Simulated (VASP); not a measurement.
Output of a VASP run:

**OSZICAR**
```
       N       E                     dE             d eps       ncg     rms          rms(c)
DAV:   1     0.203484675419E+03    0.20348E+03   -0.15047E+04  7068   0.236E+03
DAV:   2     0.107264681367E+02   -0.19276E+03   -0.19051E+03  7074   0.446E+02
DAV:   3    -0.711183227600E+01   -0.17838E+02   -0.17655E+02  8100   0.140E+02
DAV:   4    -0.766291969750E+01   -0.55109E+00   -0.54931E+00  8030   0.270E+01
DAV:   5    -0.768395315315E+01   -0.21033E-01   -0.21032E-01  9366   0.483E+00    0.215E+00
DAV:   6    -0.766238972535E+01    0.21563E-01   -0.50910E-02  9158   0.346E+00    0.117E+00
DAV:   7    -0.765850447899E+01    0.38852E-02   -0.26585E-02  9136   0.243E+00    0.189E-01
DAV:   8    -0.765843221001E+01    0.72269E-04   -0.21761E-03  8064   0.691E-01    0.361E-02
DAV:   9    -0.765844011155E+01   -0.79015E-05   -0.63004E-05  9192   0.848E-02    0.142E-02
DAV:  10    -0.765843941474E+01    0.69681E-06   -0.73564E-06  8402   0.377E-02    0.182E-03
DAV:  11    -0.765843953129E+01   -0.11655E-06   -0.35921E-07  6640   0.842E-03    0.121E-03
DAV:  12    -0.765843927679E+01    0.25450E-06   -0.54279E-08  3822   0.293E-03    0.232E-04
DAV:  13    -0.765843930214E+01   -0.25355E-07   -0.12034E-08  3732   0.160E-03
   1 F= -.76584393E+01 E0= -.76583199E+01  d E =-.765844E+01
```

File OUTCAR:
```
------------------------ aborting loop because EDIFF is reached ----------------------------------------
  FORCE on cell =-STRESS in cart. coord.  units (eV):
  Direction    XX          YY          ZZ          XY          YZ          ZX
  --------------------------------------------------------------------------------------
  Total       -0.4901744     -0.4901744     -0.5061367      0.0000000      0.0000000      0.0000000
  in kB      -13.4220944    -13.4220944    -13.8591789      0.0000000      0.0000000      0.0000000
  external PRESSURE =     -13.5677892 kB  Pullay stress =       0.0000000 kB
  volume of cell :       58.51
      direct lattice vectors                 reciprocal lattice vectors
    -2.994912643  2.994912643  1.630844568     0.000000000  0.166949778  0.306589610
     2.994912643 -2.994912643  1.630844568     0.166949778  0.000000000  0.306589610
     2.994912643  2.994912643 -1.630844568     0.166949778  0.166949778  0.000000000
 POSITION                                       TOTAL-FORCE (eV/Angst)
 -----------------------------------------------------------------------------------
      2.99491      0.00000      0.81542        -0.000000      0.000000      0.000000
      0.00000      0.00000      0.00000         0.000000     -0.000000     -0.000000
 -----------------------------------------------------------------------------------
    total drift:                               -0.000000     -0.000000      0.000000
  FREE ENERGIE OF THE ION-ELECTRON SYSTEM (eV)
  ---------------------------------------------------
  free  energy   TOTEN  =        -7.6584393021 eV

  energy  without entropy=       -7.6580810252  energy(sigma->0) =       -7.65831988

 reached required accuracy - stopping structural energy minimisation
```
(Selected blocks of OUTCAR.)

**POSCAR**
```
Sn
1
   -2.9949126431     2.9949126431     1.6308445676
    2.9949126431    -2.9949126431     1.6308445676
    2.9949126431     2.9949126431    -1.6308445676
Sn
2
Direct
  0.2500000000   0.7500000000   0.5000000000
  0.0000000000   0.0000000000   0.0000000000
```

### Question
Write an INCAR and KPOINTS that could have produced this output.

### Answer
This is not unique; one that fits is the input of the run itself, PW91 GGA, plane waves, VASP's PBE PAW potentials (set 64).

### INCAR
```
SYSTEM = Sn
PREC = Accurate
ENCUT = 520
EDIFF = 1E-7
NELM = 100
ALGO = Normal
LREAL = .FALSE.
LASPH = .TRUE.
ISMEAR = 1
SIGMA = 0.1
GGA = 91
LMAXMIX = 4
LWAVE = .FALSE.
LCHARG = .FALSE.
ISIF = 4
IBRION = 2
NSW = 30
EDIFFG = -0.01
```

KPOINTS:
```
Regular mesh
0
G
  13 13 13
0 0 0
```

POTCAR, in this order: Sn_d (PBE.64 set). Program: vasp_std.

The compound is Sn in the beta structure. This cell is one point of a volume scan, at 1.03 of the reference volume.
